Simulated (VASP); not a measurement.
Here is the system:

```
Bi
1.0
    4.00884    -2.21558    -0.01601
    4.00884     2.21558    -0.01601
    2.79889     0.00000     3.62575
Bi
2
Direct
  0.23659   0.23659   0.23659
  0.76341   0.76341   0.76341
```

All values below come from PBEsol GGA, VASP's PBE PAW potentials (set 64) (plane waves; VASP). Numerical set-up: 520 eV cut-off, 10×10×10 Γ-centred mesh, first-order Methfessel-Paxton smearing of 0.10 eV, potentials Bi_d.

Q: The ions and cell shape at fixed volume are relaxed. Which structure does the run end with?

A: 
```
Bi
1.0
    3.96019    -2.23160    -0.04192
    3.96019     2.23160    -0.04192
    2.74148     0.00000     3.62617
Bi
2
Cartesian
  2.55525   0.00000   0.84897
  8.10660   0.00000   2.69337
```
Space group R-3m (166), at a tolerance of 0.03 Å.

Q: How much energy does the relaxation gain?

A: The energy (σ→0) changes by -5.2 meV/atom, in 6 ionic steps.

```csv
step,E(σ→0) (eV),max force (eV/Å),pressure (GPa),volume (Å³)
1,-8.5620,0.271,3.67,64.61
2,-8.5681,0.156,3.38,64.61
3,-8.5720,0.026,2.91,64.61
4,-8.5720,0.017,2.93,64.61
5,-8.5724,0.008,2.93,64.61
6,-8.5725,0.001,2.92,64.61
```

The compound is Bi in the a7 structure. This cell is one point of a volume scan, at 0.94 of the reference volume. Symmetry was kept, so distortions that lower it aren't found.
